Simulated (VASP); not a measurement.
# IrS (P-6m2) in VASP: further runs

One crystal, IrS, is run at these levels: PBE0(alpha); tasks: single point.

Program: VASP 6.6.1. These are calculated values, not measurements. Logs are shortened: lines on timing, memory, paths and dates and some standing lists are left out, and cuts for length are marked.

## (1) The structure

Symmetry: P-6m2, No. 187, hexagonal system. The conventional cell has a = 3.490 Å, b = 3.490 Å, c = 4.346 Å, α = 90.00°, β = 90.00°, γ = 120.00°. Ir (site symmetry -6m2) has 6 S at 2.96 Å as nearest neighbours. S (site symmetry -6m2) has 6 Ir at 2.96 Å as nearest neighbours.

The cell was built by a generator and needn't be a form met in nature.

## (2) Single point, PBE0(alpha)

Input file POSCAR:

```
IrS
1.0
    3.4896986500      0.0000000000      0.0000000000
   -1.7448493200      3.0221676800      0.0000000000
    0.0000000000      0.0000000000      4.3456873700
Ir S
1 1
Direct
    0.0000000000      0.0000000000      0.5000000000
    0.6666666700      0.3333333300      0.0000000000
```

Input file INCAR.step1:

```
ALGO     = Normal         # electronic algorithm
EDIFF    = 1E-5           # SCF threshold, eV
ENCUT    = 520            # plane-wave cutoff, eV
GGA      = PE             # functional
ISIF     = 2              # what is computed and relaxed
ISMEAR   = -1             # smearing method
LASPH    = True           # aspherical terms in the spheres
LCHARG   = False          # write CHGCAR
LREAL    = False          # projectors in reciprocal space
LWAVE    = True           # write WAVECAR
NELM     = 60             # most SCF steps
PREC     = Accurate       # precision mode
SIGMA    = 0.05           # smearing width, eV
```

Input file INCAR.step2:

```
AEXX     = 0.05           # exact-exchange fraction
ALGO     = Normal         # electronic algorithm
EDIFF    = 1E-6           # SCF threshold, eV
ENCUT    = 520            # plane-wave cutoff, eV
GGA      = PE             # functional
HFRCUT   = -1           
ISIF     = 2              # what is computed and relaxed
ISMEAR   = -1             # smearing method
ISTART   = 1            
LASPH    = True           # aspherical terms in the spheres
LCHARG   = False          # write CHGCAR
LHFCALC  = True           # exact exchange
LREAL    = False          # projectors in reciprocal space
LWAVE    = False          # write WAVECAR
NELM     = 60             # most SCF steps
PREC     = Accurate       # precision mode
PRECFOCK = Fast         
SIGMA    = 0.05           # smearing width, eV
```

Input file KPOINTS:

```
k-points
0
Gamma
  5 5 3
```

Potentials or basis: VASP PAW PBE potentials, release 64 (Ir, S).

The run is started by

```
$ cat potpaw_PBE.64/Ir/POTCAR potpaw_PBE.64/S/POTCAR > POTCAR
$ cp INCAR.step1 INCAR
$ mpirun -np 1 vasp_std > vasp.out
$ cp INCAR.step2 INCAR
$ mpirun -np 1 vasp_std > vasp.out
```

OUTCAR:

```text
AEXX = 0.05
   EDIFF = 1E-6
   ENCUT = 520
   GGA = PE
   ISIF = 2
   ISMEAR = -1
   ISTART = 1
   LASPH = True
   LHFCALC = True
   LREAL = False
   NELM = 60
   PREC = Accurate
   PRECFOCK = Fast

 ion  position               nearest neighbor table
   1  0.000  0.000  0.500-   2 2.96   2 2.96   2 2.96   2 2.96   2 2.96   2 2.96
   2  0.667  0.333  0.000-   1 2.96   1 2.96   1 2.96   1 2.96   1 2.96   1 2.96

  LATTYP: Found a hexagonal cell.
 ALAT       =     3.4896986500
 C/A-ratio  =     1.2452901542

  Lattice vectors:

 A1 = (   3.4896986500,   0.0000000000,   0.0000000000)
 A2 = (  -1.7448493200,   3.0221676800,   0.0000000000)
 A3 = (   0.0000000000,   0.0000000000,   4.3456873700)

Analysis of symmetry for initial positions (statically):
=====================================================================
 Subroutine PRICEL returns:
 Original cell was already a primitive cell.

 Routine SETGRP: Setting up the symmetry group for a
 hexagonal supercell.

 Subroutine GETGRP returns: Found 12 space group operations
 (whereof 12 operations were pure point group operations)
 out of a pool of 24 trial point group operations.

The static configuration has the point symmetry D_3h.

Analysis of symmetry for dynamics (positions and initial velocities):
=====================================================================
 Subroutine PRICEL returns:
 Original cell was already a primitive cell.

 Routine SETGRP: Setting up the symmetry group for a
 hexagonal supercell.

 Subroutine GETGRP returns: Found 12 space group operations
 (whereof 12 operations were pure point group operations)
 out of a pool of 24 trial point group operations.

The dynamic configuration has the point symmetry D_3h.

 Subroutine INISYM returns: Found 12 space group operations
 (whereof 12 operations are pure point group operations),
 and found     1 'primitive' translations

----------------------------------------------------------------------------------------

                                     Primitive cell

  volume of cell :      45.8316

  direct lattice vectors                    reciprocal lattice vectors
     3.489698650  0.000000000  0.000000000     0.286557695  0.165444162  0.000000000
    -1.744849320  3.022167680  0.000000000     0.000000000  0.330888325  0.000000000
     0.000000000  0.000000000  4.345687370     0.000000000  0.000000000  0.230113194

  length of vectors
     3.489698650  3.489698645  4.345687370     0.330888324  0.330888325  0.230113194

  position of ions in fractional coordinates (direct lattice)
     0.000000000  0.000000000  0.500000000
     0.666666670  0.333333330  0.000000000

  ion indices of the primitive-cell ions
   primitive index   ion index
                 1           1
                 2           2

----------------------------------------------------------------------------------------

 KPOINTS: k-points

Automatic generation of k-mesh.
 Grid dimensions read from file:
 generate k-points for:    5    5    3

 Generating k-lattice:

  Cartesian coordinates                     Fractional coordinates (reciprocal lattice)
     0.057311539  0.033088832  0.000000000     0.200000000  0.000000000  0.000000000
     0.000000000  0.066177665  0.000000000     0.000000000  0.200000000  0.000000000
     0.000000000  0.000000000  0.076704398     0.000000000  0.000000000  0.333333333

  Length of vectors
     0.066177665  0.066177665  0.076704398

  Shift w.r.t. Gamma in fractional coordinates (k-lattice)
     0.000000000  0.000000000  0.000000000

 Subroutine IBZKPT returns following result:
 ===========================================

 Found     10 irreducible k-points:

 Following reciprocal coordinates:
            Coordinates               Weight
  0.000000  0.000000  0.000000      1.000000
  0.200000  0.000000  0.000000      6.000000
  0.400000  0.000000  0.000000      6.000000
  0.200000  0.200000  0.000000      6.000000
  0.400000  0.200000  0.000000      6.000000
  0.000000  0.000000  0.333333      2.000000
  0.200000  0.000000  0.333333     12.000000
  0.400000  0.000000  0.333333     12.000000
  0.200000  0.200000  0.333333     12.000000
  0.400000  0.200000  0.333333     12.000000
   k-points           NKPTS =     10   k-points in BZ     NKDIM =     75   number of bands    NBANDS=     11
   number of dos      NEDOS =    301   number of ions     NIONS =      2
   total plane-waves  NPLWV =  25088
   dimension x,y,z NGX =    28 NGY =   28 NGZ =   32
   dimension x,y,z NGXF=    56 NGYF=   56 NGZF=   64
   ions per type =               1   1
   NGX,Y,Z   is equivalent  to a cutoff of  13.34, 13.34, 12.24 a.u.
   NGXF,Y,Z  is equivalent  to a cutoff of  26.68, 26.68, 24.48 a.u.
 SYSTEM =  unknown system
   PREC   = accura    normal or accurate (medium, high low for compatibility)
   ISTART =      1    job   : 0-new  1-cont  2-samecut
   ICHARG =      0    charge: 1-file 2-atom 10-const
   ISPIN  =      1    spin polarized calculation?
   LNONCOLLINEAR =      F non collinear calculations
   LSORBIT =      F    spin-orbit coupling
   LASPH  =      T    aspherical Exc in radial PAW
   ENCUT  =  520.0 eV  38.22 Ry    6.18 a.u.   6.49  6.49  8.08*2*pi/ulx,y,z
   NELM   =     60;   NELMIN=  2; NELMDL=  0     # of ELM steps
   EDIFF  = 0.1E-05   stopping-criterion for ELM
   LREAL  =      F    real-space projection
   EDIFFG = 0.1E-04   stopping-criterion for IOM
   NSW    =      0    number of steps for IOM
   IBRION =     -1    ionic relax: 0-MD 1-quasi-New 2-CG
   NFREE  =      0    steps in history (QN), initial steepest desc. (CG)
   ISIF   =      2    stress and relaxation
   ISYM   =      3    0-nonsym 1-usesym 2-fastsym
   POTIM  = 0.5000    time-step for ionic-motion
   TEBEG  =    0.0;   TEEND  =   0.0 temperature during run
   PSTRESS=    0.0 pullay stress
   NELECT =      15.0000    total number of electrons
   NUPDOWN=      -1.0000    fix difference up-down
   EMIN   =  10.00;   EMAX   =-10.00  energy-range for DOS
   EFERMI =   0.00;   METHOD = LEGACY
   ISMEAR =    -1;   SIGMA  =   0.05  broadening in eV -4-tet -1-fermi 0-gaus
   EFERMI_NEDOS =   21; number of points for ismear=-14 and -15
   IALGO  =     38    algorithm
   IMIX   =      1    mixing-type and parameters
     AMIX     =   0.40;   BMIX     =  1.00
     AMIX_MAG =   1.60;   BMIX_MAG =  1.00
  volume/ion in A,a.u.               =      22.92       154.64
  Fermi-wavevector in a.u.,A,eV,Ry     =   1.128194  2.131977 17.317776  1.272821
  Thomas-Fermi vector in A             =   2.264883
   LORBIT       =      0    0 simple, 1 ext, 2 COOP (PROOUT), +10 PAW based schemes
   GGA     = PE    functional components
   LHFCALC =     T    Hartree Fock is set to
   PRECFOCK=fast      Normal, Fast or Accurate (Low or Medium for compatibility)
   ENCUT4O =  -1.0   cutoff for four orbital integrals eV
   NKREDX  =     1    reduce k-point grid by
   NKREDY  =     1    reduce k-point grid by
   NKREDZ  =     1    reduce k-point grid by
   AEXX    =    0.0500 exact exchange contribution
   HFSCREEN=    0.0000 screening length (either q_TF or 0.3 A-1)
   HFSCREENC=   0.0000 screening length for correlation (either q_TF or 0.3 A-1)
   ENCUTFOCK=  -1.0 apply spherical cutoff to Coloumb kernel
   IVDW    =     0    specifies the selected vdW correction
   LEPSILON=     F    determine dielectric tensor
   LRPA    =     F    only Hartree local field effects (RPA)
 non-spin polarized calculation
  energy-cutoff  :      520.00
  volume of cell :       45.83
 maximum number of plane-waves:      1265
 NGX is ok and might be reduce to    28
  NGX = 16; NGY = 16; NGZ = 20

 number of electron      14.9999997 magnetization

 Free energy of the ion-electron system (eV)
  ---------------------------------------------------
  ext. energy  EPLUGINS =         0.00000000
  ---------------------------------------------------
  free energy    TOTEN  =       -10.15029160 eV

  energy without entropy =      -10.12967020  energy(sigma->0) =      -10.13998090

 E-fermi :   3.5258     XC(G=0):  -9.8675

 val. band max:        3.4973037027   @ k =   0.4000   0.0000   0.3333
 cond. band min:       3.5607417690   @ k =   0.0000   0.0000   0.0000
 fundamental gap:      0.0634380663
 Fermi energy:         3.5257819611

 k-point     1 :       0.0000    0.0000    0.0000
  band No.  band energies     occupation
      1     -10.0401      2.00000
      2       0.3597      2.00000
      3       0.3609      2.00000
      4       1.5156      2.00000
      5       1.5156      2.00000
      6       2.7349      2.00000
      7       2.7349      2.00000
      8       3.5607      0.66398
      9       4.0805      0.00003
     10       4.0805      0.00003
     11      11.7977      0.00000

 k-point     2 :       0.2000    0.0000    0.0000
  band No.  band energies     occupation
      1      -9.7101      2.00000
      2       0.0669      2.00000
      3       0.3391      2.00000
      4       0.9987      2.00000
      5       1.7977      2.00000
      6       2.5359      2.00000
      7       2.6425      2.00000
      8       3.3952      1.86316
      9       3.8153      0.00609
     10       5.0531      0.00000
     11      11.9486      0.00000

 k-point     3 :       0.4000    0.0000    0.0000
  band No.  band energies     occupation
      1      -9.0683      2.00000
      2      -1.3794      2.00000
      3      -0.2515      2.00000
      4       1.2011      2.00000
      5       2.1167      2.00000
      6       2.4839      2.00000
      7       3.3626      1.92636
      8       3.6489      0.15718
      9       4.4083      0.00000
     10       5.8946      0.00000
     11       9.3017      0.00000
[... 71 lines left out ...]
 k-point     9 :       0.2000    0.2000    0.3333
  band No.  band energies     occupation
      1      -9.1112      2.00000
      2      -0.9606      2.00000
      3      -0.1956      2.00000
      4       0.8357      2.00000
      5       1.7562      2.00000
      6       2.6003      2.00000
      7       2.7284      2.00000
      8       3.3450      1.94761
      9       4.3137      0.00000
     10       6.6075      0.00000
     11      10.4132      0.00000

 k-point    10 :       0.4000    0.2000    0.3333
  band No.  band energies     occupation
      1      -8.8224      2.00000
      2      -0.9422      2.00000
      3      -0.2868      2.00000
      4       0.2836      2.00000
      5       1.8835      2.00000
      6       2.7430      2.00000
      7       3.0426      1.99987
      8       3.9217      0.00073
      9       4.3370      0.00000
     10       5.8758      0.00000
     11       8.8737      0.00000

------------------------ aborting loop because EDIFF is reached ----------------------------------------

  FORCE on cell =-STRESS in cart. coord.  units (eV):
  Direction    XX          YY          ZZ          XY          YZ          ZX
  --------------------------------------------------------------------------------------
  -------------------------------------------------------------------------------------
  Total       -6.9684092     -6.9684092    -10.6256749     -0.0000000     -0.0000000      0.0000000
  in kB     -243.6011132   -243.6011128   -371.4515227     -0.0000004     -0.0000000      0.0000000
  external PRESSURE =    -286.2179162 kB  Pullay stress =       0.0000000 kB

 VOLUME and BASIS-vectors are now :
 -----------------------------------------------------------------------------
  energy-cutoff  :      520.00
  volume of cell :       45.83
      direct lattice vectors                 reciprocal lattice vectors
     3.489698650  0.000000000  0.000000000     0.286557695  0.165444162  0.000000000
    -1.744849320  3.022167680  0.000000000     0.000000000  0.330888325  0.000000000
     0.000000000  0.000000000  4.345687370     0.000000000  0.000000000  0.230113194

 POSITION                                       TOTAL-FORCE (eV/Angst)
 -----------------------------------------------------------------------------------
      0.00000      0.00000      2.17284        -0.000000      0.000000      0.000000
      1.74485      1.00739      0.00000         0.000000      0.000000      0.000000
 -----------------------------------------------------------------------------------
    total drift:                               -0.000007     -0.000004     -0.000000

  FREE ENERGIE OF THE ION-ELECTRON SYSTEM (eV)
  ---------------------------------------------------
  free  energy   TOTEN  =       -10.1502915974 eV

  energy  without entropy=      -10.1296701972  energy(sigma->0) =      -10.13998090
```

It took 3.4 min on 1 thread of Intel Xeon 6975P-C (Granite Rapids), shared host; peak memory 0.18 GiB.

Results:

* Free energy: -10.1503 eV
* Pressure: -28.6 GPa
* Band gap on the k mesh: none (metal or under the smearing width)

Stress tensor (GPa, compression positive):
```
-24.36   0.00   0.00
  0.00 -24.36   0.00
  0.00   0.00 -37.15
```

Levels at points of the mesh, in eV from the Fermi level:
```tsv
k point	band 4	band 5	band 6	band 7	band 8	band 9	band 10	band 11
(0.00, 0.00, 0.00)	-2.01	-2.01	-0.79	-0.79	0.03	0.55	0.55	8.27
```

Caveat: the k mesh is coarse (spacing up to 0.48 Å⁻¹), so the values aren't converged, least of all with exact exchange; a pressure of tens of GPa on the cell as given is suspect, and the run, the potentials or the cell itself is likely at fault; the PAW data sets were made with another functional, which shifts forces and pressure a little.

[end of part 1 of 2]
